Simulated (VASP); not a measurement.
# YS: convergence with the SCF solver and precision settings

Aim: find what the SCF solver and precision settings change for YS, and what they cost. The series runs use PBEsol. The SCF solver tried: ALGO = Normal; ALGO = Fast; ALGO = VeryFast; ALGO = All; ALGO = Damped; AMIX = 0.1, BMIX = 0.01; AMIX = 0.8; IMIX = 1, AMIX = 0.2. The precision settings tried: PREC = Low; PREC = Medium; PREC = Normal; PREC = Single; PREC = Accurate; LREAL = Auto; ADDGRID = .TRUE.; LASPH = .FALSE.. The start is a cell from a database of measured crystal structures.

Calculated with VASP 6.6.1; PBEsol; plane waves and PAW (Y_sv, S).

## 1. Starting point

Symmetry: Fm-3m, No. 225, cubic system. The conventional cell has a = 5.487 Å, b = 5.487 Å, c = 5.487 Å, α = 90.00°, β = 90.00°, γ = 90.00°. Nearest to Y lie 6 S at 2.74 Å. Nearest to S lie 6 Y at 2.74 Å. Farther neighbours and most contacts between anions are not listed.

## 2. SCF solver: ALGO = Normal

All solvers should reach one answer; they differ in cycles and robustness. PBEsol restores the gradient expansion of exchange and is tuned for the cells of solids.

File INCAR:

```
SYSTEM = YS
PREC = Accurate
ENCUT = 400
EDIFF = 1E-06
NELM = 100
ISMEAR = -1
SIGMA = 0.05
LREAL = .FALSE.
ALGO = Normal
GGA = PS
NBANDS = 14
LASPH = .TRUE.
LORBIT = 11
LWAVE = .FALSE.
LCHARG = .FALSE.
KPAR = 2
ISIF = 2
```

File POSCAR:

```
YS
1.0
    0.0000000000      2.7436500000      2.7436500000
    2.7436500000      0.0000000000      2.7436500000
    2.7436500000      2.7436500000      0.0000000000
Y S
1 1
Direct
    0.5000000000      0.5000000000      0.5000000000
    0.0000000000      0.0000000000      0.0000000000
```

File KPOINTS:

```
Automatic mesh
0
Gamma
7 7 7
0 0 0
```

Potentials, in the order of the species: Y_sv and S (PBE family, release 64).

Started as:

```sh
> mpirun -np 2 vasp_std
```

What it wrote:

```text
[banner, memory and clock lines left out]
running    2 mpi-ranks, on    1 nodes
 distrk:  each k-point on    1 cores,    2 groups
 distr:  one band on    1 cores,    1 groups

 POSCAR found type information on POSCAR Y S
 POSCAR found :  2 types and       2 ions
|                                                                             |
|               ----> ADVICE to this user running VASP <----                  |
|                                                                             |
|     You enforced a specific xc type in the INCAR file but a different       |
|     [... a line on the potential file left out ...]
|     I HOPE YOU KNOW WHAT YOU ARE DOING!                                     |
|                                                                             |

 LDA part: xc-table for (Slater+PW92), standard interpolation
 POSCAR, INCAR and KPOINTS ok, starting setup
 FFT: planning ... GRIDC
 FFT: planning ... GRID_SOFT
 FFT: planning ... GRID
 WAVECAR not read
 entering main loop
       N       E                     dE             d eps       ncg     rms          rms(c)
DAV:   1     0.509268453445E+02    0.50927E+02   -0.69572E+03   560   0.898E+02
DAV:   2    -0.128260848425E+02   -0.63753E+02   -0.60171E+02   762   0.207E+02
DAV:   3    -0.161359300215E+02   -0.33098E+01   -0.32892E+01   852   0.368E+01
DAV:   4    -0.162192134699E+02   -0.83283E-01   -0.83267E-01   662   0.545E+00
DAV:   5    -0.162213790026E+02   -0.21655E-02   -0.21654E-02   782   0.666E-01    0.269E+01
DAV:   6    -0.155306917428E+02    0.69069E+00   -0.12414E+00   646   0.702E+00    0.197E+01
DAV:   7    -0.154767719300E+02    0.53920E-01   -0.49403E-01   818   0.458E+00    0.605E+00
DAV:   8    -0.154651897139E+02    0.11582E-01   -0.95106E-02   674   0.204E+00    0.466E-01
DAV:   9    -0.154644520623E+02    0.73765E-03   -0.66873E-03   620   0.561E-01    0.202E-01
DAV:  10    -0.154644155790E+02    0.36483E-04   -0.27246E-04   728   0.150E-01    0.127E-01
DAV:  11    -0.154644168968E+02   -0.13179E-05   -0.17759E-04   674   0.987E-02    0.936E-02
DAV:  12    -0.154644100000E+02    0.68969E-05   -0.25494E-05   650   0.401E-02    0.287E-02
DAV:  13    -0.154644100526E+02   -0.52670E-07   -0.21396E-06   582   0.118E-02
   1 F= -.15464410E+02 E0= -.15459881E+02  d E =-.905784E-02
```

Wall time 9.8 s (2 MPI ranks of AMD EPYC 7R43, shared host); peak memory 0.26 GiB.

Lines that name or quote the potential files are left out of all logs, and their timing lines are given in words.

From OUTCAR (step 2):

```text
ion  position               nearest neighbor table
   1  0.500  0.500  0.500-   2 2.74   2 2.74   2 2.74   2 2.74   2 2.74   2 2.74
   2  0.000  0.000  0.000-   1 2.74   1 2.74   1 2.74   1 2.74   1 2.74   1 2.74

  LATTYP: Found a face centered cubic cell.
 ALAT       =     5.4873000000

 Subroutine GETGRP returns: Found 48 space group operations
 (whereof 48 operations were pure point group operations)

The static configuration has the point symmetry O_h .

 Found     20 irreducible k-points:

   k-points           NKPTS =     20   k-points in BZ     NKDIM =     20   number of bands    NBANDS=     14

   dimension x,y,z NGX =    28 NGY =   28 NGZ =   28
   dimension x,y,z NGXF=    56 NGYF=   56 NGZF=   56

   ENCUT  =  400.0 eV  29.40 Ry    5.42 a.u.   6.33  6.33  6.33*2*pi/ulx,y,z

   NELECT =      17.0000    total number of electrons

 k-points in reciprocal lattice and weights: Automatic mesh
   0.00000000  0.00000000  0.00000000       0.003
   0.14285714  0.00000000  0.00000000       0.023
   0.28571429  0.00000000  0.00000000       0.023
   0.42857143  0.00000000  0.00000000       0.023
   0.14285714  0.14285714  0.00000000       0.017
   0.28571429  0.14285714  0.00000000       0.070
   0.42857143  0.14285714  0.00000000       0.070
  -0.42857143  0.14285714  0.00000000       0.070
  -0.28571429  0.14285714  0.00000000       0.070
[...]
-0.42857143  0.42857143  0.14285714       0.070
  -0.28571429  0.42857143  0.14285714       0.070

 average (electrostatic) potential at core
       1 -34.3695       2 -86.3145

 E-fermi :   6.8763

 k-point     1 :       0.0000    0.0000    0.0000
  band No.  band energies     occupation
    ...
      7       3.3445      2.00000
      8       3.3445      2.00000
      9       6.5439      1.99741
     10       6.5439      1.99741
     11       6.5439      1.99741
     12       7.3892      0.00007
     13       7.3892      0.00007
     14       7.9955      0.00000

 k-point     2 :       0.1429    0.0000    0.0000
  band No.  band energies     occupation
    ...
      5      -8.1306      2.00000
      6       2.3294      2.00000
      7       2.8165      2.00000
      8       2.8165      2.00000
      9       6.7360      1.88586
     10       6.9399      0.43779
     11       6.9399      0.43779
     12       8.2916      0.00000
     13       8.2916      0.00000
     14       9.0223      0.00000

 k-point     3 :       0.2857    0.0000    0.0000
  band No.  band energies     occupation
    ...
      4     -16.4948      2.00000
      5      -7.5876      2.00000
      6       0.7634      2.00000
      7       2.0155      2.00000
      8       2.0155      2.00000
      9       7.2051      0.00278
     10       7.9517      0.00000
     11       7.9517      0.00000
     12      10.2567      0.00000
     13      10.2567      0.00000
    ...

  Total       -0.3807928     -0.3807928     -0.3807928      0.0000000      0.0000000     -0.0000000
  in kB      -14.7700905    -14.7700905    -14.7700905      0.0000000      0.0000000     -0.0000000
  external PRESSURE =     -14.7700905 kB  Pullay stress =       0.0000000 kB

  energy-cutoff  :      400.00
  volume of cell :       41.31
      direct lattice vectors                 reciprocal lattice vectors
     0.000000000  2.743650000  2.743650000    -0.182238988  0.182238988  0.182238988
     2.743650000  0.000000000  2.743650000     0.182238988 -0.182238988  0.182238988
     2.743650000  2.743650000  0.000000000     0.182238988  0.182238988 -0.182238988

 POSITION                                       TOTAL-FORCE (eV/Angst)
 -----------------------------------------------------------------------------------
      2.74365      2.74365      2.74365        -0.000000     -0.000000      0.000000
      0.00000      0.00000      0.00000         0.000000      0.000000     -0.000000
 -----------------------------------------------------------------------------------
    total drift:                                0.000000      0.000000      0.000000

  FREE ENERGIE OF THE ION-ELECTRON SYSTEM (eV)
  ---------------------------------------------------
  free  energy   TOTEN  =       -15.4644100526 eV

  energy  without entropy=      -15.4553522155  energy(sigma->0) =      -15.45988113

 total charge
# of ion       s       p       d       f       tot
--------------------------------------------------
    1        2.151   6.328   1.139   0.065   9.682
    2        1.307   2.447   0.000   0.000   3.754
--------------------------------------------------
tot          3.458   8.775   1.139   0.065  13.436

[... 3 further parts left out ...]
```

This run has no spin polarisation. Its electron count is odd, so without a moment it is a metal by construction. The k-mesh is coarse for a metal. The PAW data sets were made with PBE, which is usual practice but a small mismatch for other functionals.

This step gave:

* electronic steps: 13
* electrons: 17
* bands: 14
* irreducible k points: 20
* symmetry operations: 48
* free energy (TOTEN): -15.46 eV
* energy at zero smearing: -15.46 eV
* Fermi energy: 6.876 eV
* pressure: -1.477 GPa
* metallic: yes

The series starts at -7.7299 eV an atom and -1.48 GPa, after 13 cycles in 9.8 s.

## 3. SCF solver: ALGO = Fast

INCAR, as its differences from that of step 2:

```diff
@@ -8,3 +8,3 @@
 LREAL = .FALSE.
-ALGO = Normal
+ALGO = Fast
 GGA = PS
```

POSCAR is that of step 2.

KPOINTS is that of step 2.

Started as:

```sh
> mpirun -np 2 vasp_std
```

What it wrote:

```text
[banner, memory and clock lines left out]
running    2 mpi-ranks, on    1 nodes
[...]
[... a notice as in an earlier step ...]

 LDA part: xc-table for (Slater+PW92), standard interpolation
 POSCAR, INCAR and KPOINTS ok, starting setup
[...]
entering main loop
       N       E                     dE             d eps       ncg     rms          rms(c)
[... 5 cycles as in an earlier step ...]
RMM:   6    -0.155188801377E+02    0.70250E+00   -0.10974E+00   634   0.494E+00    0.186E+01
RMM:   7    -0.154983198940E+02    0.20560E-01   -0.10708E+00   741   0.501E+00    0.633E+00
RMM:   8    -0.154701025161E+02    0.28217E-01   -0.29385E-01   648   0.286E+00    0.140E+00
RMM:   9    -0.154637052654E+02    0.63973E-02   -0.50458E-02   742   0.109E+00    0.431E-01
RMM:  10    -0.154659483072E+02   -0.22430E-02   -0.14892E-02   826   0.549E-01    0.746E-01
RMM:  11    -0.154648973586E+02    0.10509E-02   -0.28580E-03   721   0.387E-01    0.286E-01
WARNING in EDDRMM: call to ZHEGV failed, returncode =   6  3      6
RMM:  12    -0.154646392638E+02    0.25809E-03   -0.11100E-03   775   0.226E-01    0.212E-01
RMM:  13    -0.154646991060E+02   -0.59842E-04   -0.28093E-04   826   0.851E-02    0.247E-01
RMM:  14    -0.154645395460E+02    0.15956E-03   -0.11564E-04   753   0.909E-02    0.152E-01
RMM:  15    -0.154644128267E+02    0.12672E-03   -0.21886E-04   763   0.111E-01    0.572E-02
RMM:  16    -0.154644098199E+02    0.30069E-05   -0.51929E-05   778   0.478E-02    0.260E-02
RMM:  17    -0.154644103283E+02   -0.50842E-06   -0.16896E-05   714   0.217E-02    0.250E-02
RMM:  18    -0.154644106955E+02   -0.36717E-06   -0.78599E-06   655   0.153E-02
   1 F= -.15464411E+02 E0= -.15459882E+02  d E =-.905800E-02
```

Wall time 14 s (2 MPI ranks); peak memory 0.26 GiB.

OUTCAR, selected parts (step 3):

```text
  Total       -0.3885507     -0.3885507     -0.3885507      0.0000000      0.0000000      0.0000000
  in kB      -15.0710036    -15.0710036    -15.0710036      0.0000000      0.0000000      0.0000000
  external PRESSURE =     -15.0710036 kB  Pullay stress =       0.0000000 kB

 POSITION                                       TOTAL-FORCE (eV/Angst)
 -----------------------------------------------------------------------------------
      2.74365      2.74365      2.74365         0.000000      0.000000      0.000000
      0.00000      0.00000      0.00000        -0.000000     -0.000000     -0.000000
 -----------------------------------------------------------------------------------
    total drift:                                0.000000      0.000000      0.000000

  FREE ENERGIE OF THE ION-ELECTRON SYSTEM (eV)
  ---------------------------------------------------
  free  energy   TOTEN  =       -15.4644106955 eV

  energy  without entropy=      -15.4553526911  energy(sigma->0) =      -15.45988169

[... 2 parts as in an earlier step ...]

[... 1 further part left out ...]
[key lines of the parts left out:]
E-fermi :   6.8762
```

Against the first of the series the energy stays within 0.01 meV an atom; the pressure moves by -0.03 GPa, after 18 cycles in 14 s.

## 4. SCF solver: ALGO = VeryFast

INCAR, as its differences from that of step 3:

```diff
@@ -8,3 +8,3 @@
 LREAL = .FALSE.
-ALGO = Fast
+ALGO = VeryFast
 GGA = PS
```

POSCAR is that of step 3.

KPOINTS is that of step 3.

Started as:

```sh
> mpirun -np 2 vasp_std
```

What it wrote:

```text
[... set-up lines as in an earlier step ...]
 entering main loop
       N       E                     dE             d eps       ncg     rms          rms(c)
RMM:   1     0.713113346720E+02    0.71311E+02   -0.52046E+03   280   0.732E+02
RMM:   2     0.826469926865E+00   -0.70485E+02   -0.11114E+03   280   0.185E+02
RMM:   3    -0.566976790958E+01   -0.64962E+01   -0.19125E+02   280   0.776E+01
RMM:   4    -0.124162592958E+02   -0.67465E+01   -0.52788E+01   280   0.410E+01
[...]
RMM:  23    -0.154644068668E+02   -0.18524E-05   -0.21259E-05   649   0.129E-02    0.481E-03
RMM:  24    -0.154644080133E+02   -0.11465E-05   -0.12555E-05   565   0.718E-03    0.325E-03
RMM:  25    -0.154644087514E+02   -0.73811E-06   -0.75699E-06   489   0.526E-03
   1 F= -.15464409E+02 E0= -.15459880E+02  d E =-.905809E-02
```

It took 17 s on 2 MPI ranks; peak memory 0.25 GiB; 32 s of CPU time.

OUTCAR, selected parts (step 4):

```text
  Total       -0.3851223     -0.3851223     -0.3851223     -0.0000000      0.0000000      0.0000000
  in kB      -14.9380220    -14.9380220    -14.9380220     -0.0000000      0.0000000      0.0000000
  external PRESSURE =     -14.9380220 kB  Pullay stress =       0.0000000 kB

 POSITION                                       TOTAL-FORCE (eV/Angst)
 -----------------------------------------------------------------------------------
      2.74365      2.74365      2.74365        -0.000000      0.000000      0.000000
      0.00000      0.00000      0.00000         0.000000     -0.000000     -0.000000
 -----------------------------------------------------------------------------------
    total drift:                                0.000000      0.000000      0.000000

  FREE ENERGIE OF THE ION-ELECTRON SYSTEM (eV)
  ---------------------------------------------------
  free  energy   TOTEN  =       -15.4644087514 eV

  energy  without entropy=      -15.4553506651  energy(sigma->0) =      -15.45987971

[... 2 parts as in an earlier step ...]

[... 1 further part left out ...]
[key lines of the parts left out:]
E-fermi :   6.8765
```

Against the first of the series the energy stays within 0.01 meV an atom; the pressure moves by -0.02 GPa, after 25 cycles in 17 s.

## 5. SCF solver: ALGO = All

INCAR, as its differences from that of step 4:

```diff
@@ -8,3 +8,3 @@
 LREAL = .FALSE.
-ALGO = VeryFast
+ALGO = All
 GGA = PS
```

POSCAR is that of step 4.

KPOINTS is that of step 4.

Started as:

```sh
> mpirun -np 2 vasp_std
```

What it wrote:

```text
[... set-up lines as in an earlier step ...]
 entering main loop
       N       E                     dE             d eps       ncg     rms           ort
DAV:   1     0.509268453445E+02    0.50927E+02   -0.78032E+03   280   0.974E+02
DAV:   2    -0.128260848425E+02   -0.63753E+02   -0.60171E+02   280   0.207E+02
DAV:   3    -0.161359300215E+02   -0.33098E+01   -0.32892E+01   280   0.368E+01
DAV:   4    -0.162192134699E+02   -0.83283E-01   -0.83267E-01   280   0.545E+00
DAV:   5    -0.162213790026E+02   -0.21655E-02   -0.21654E-02   280   0.666E-01
SDA:   6    -0.145017807301E+02    0.17196E+01   -0.21654E-02   280   0.315E+01   0.000E+00
 gam= 0.000 g(H,U,f)=  0.220E+01 0.940E+00 0.796E-02 ort(H,U,f) = 0.000E+00 0.000E+00 0.000E+00
 gam= 0.000 trial= 0.400  step=  0.5397 mean=  0.4000
CGA:   7    -0.153466813061E+02   -0.84490E+00   -0.84959E+00   280   0.237E+00  -0.502E-01
 gam= 0.075 g(H,U,f)=  0.197E+00 0.399E-01 0.912E-03 ort(H,U,f) =-0.262E+00 0.208E+00 0.401E-02
 gam= 0.075 trial= 0.414  step=  0.7901 mean=  0.4140
[...]
gam= 0.475 trial= 0.691  step=  0.8852 mean=  0.6909
CGA:  17    -0.154644010120E+02   -0.75317E-05   -0.75071E-05   280   0.765E-05   0.239E-06
 gam= 0.440 g(H,U,f)=  0.737E-05 0.275E-06 0.315E-08 ort(H,U,f) = 0.910E-06-0.658E-06-0.128E-07
 gam= 0.440 trial= 0.710  step=  0.9701 mean=  0.7103
CGA:  18    -0.154644048188E+02   -0.38068E-05   -0.37599E-05   280   0.332E-05   0.357E-06
 gam= 0.434 g(H,U,f)=  0.316E-05 0.155E-06 0.256E-08 ort(H,U,f) = 0.367E-06-0.716E-08-0.250E-08
 gam= 0.434 trial= 0.736  step=  1.3417 mean=  0.7363
CGA:  19    -0.154644070668E+02   -0.22479E-05   -0.23280E-05   280   0.270E-05  -0.266E-06
 gam= 0.816 g(H,U,f)=  0.270E-05 0.371E-08 0.536E-09 ort(H,U,f) =-0.271E-06 0.495E-08 0.232E-09
 gam= 0.816 trial= 0.797  step=  1.2904 mean=  0.7968
CGA:  20    -0.154644086092E+02   -0.15424E-05   -0.16052E-05   280   0.174E-05  -0.255E-06
 gam= 0.644 g(H,U,f)=  0.171E-05 0.290E-07 0.152E-08 ort(H,U,f) =-0.236E-06-0.202E-07 0.480E-09
 gam= 0.644 trial= 0.846  step=  1.0426 mean=  0.8462
CGA:  21    -0.154644094213E+02   -0.81213E-06   -0.82182E-06   280   0.738E-06  -0.863E-07
 gam= 0.424 g(H,U,f)=  0.681E-06 0.566E-07 0.564E-09 ort(H,U,f) =-0.484E-07-0.372E-07-0.745E-09
 gam= 0.424 trial= 0.866  step=  0.9498 mean=  0.8658
 final diagonalization occupied
   1 F= -.15464409E+02 E0= -.15459880E+02  d E =-.905881E-02
```

It took 18 s on 2 MPI ranks; peak memory 0.26 GiB.

OUTCAR, selected parts (step 5):

```text
  Total       -0.3844824     -0.3844824     -0.3844824      0.0000000      0.0000000      0.0000000
  in kB      -14.9132036    -14.9132036    -14.9132036      0.0000000      0.0000000      0.0000000
  external PRESSURE =     -14.9132036 kB  Pullay stress =       0.0000000 kB

 POSITION                                       TOTAL-FORCE (eV/Angst)
 -----------------------------------------------------------------------------------
      2.74365      2.74365      2.74365         0.000000      0.000000      0.000000
      0.00000      0.00000      0.00000        -0.000000      0.000000     -0.000000
 -----------------------------------------------------------------------------------
    total drift:                                0.000000      0.000000      0.000000

  FREE ENERGIE OF THE ION-ELECTRON SYSTEM (eV)
  ---------------------------------------------------
  free  energy   TOTEN  =       -15.4644094213 eV

  energy  without entropy=      -15.4553506158  energy(sigma->0) =      -15.45988002

[... 2 parts as in an earlier step ...]

[... 1 further part left out ...]
[key lines of the parts left out:]
E-fermi :   6.8763
```

Against the first of the series the energy stays within 0.01 meV an atom; the pressure moves by -0.01 GPa, after 21 cycles in 18 s.

(Part 1 of 3 ends here.)

[Lines on the potential files, build, host, timing and source positions are cut from VASP's logs without a mark.]

[Logs are printed without paths, hosts, clocks, repeated set-up lines and the standing remarks that a program may print on its own settings, such as how far it seeks lower states.]

[Hosts, paths, dates, database ids (printed as entryN), source tags and the programs' standing remarks are cut or masked in the printed files.]

[A measured line is paired with the nearest computed mode of its activity, which favours agreement.]
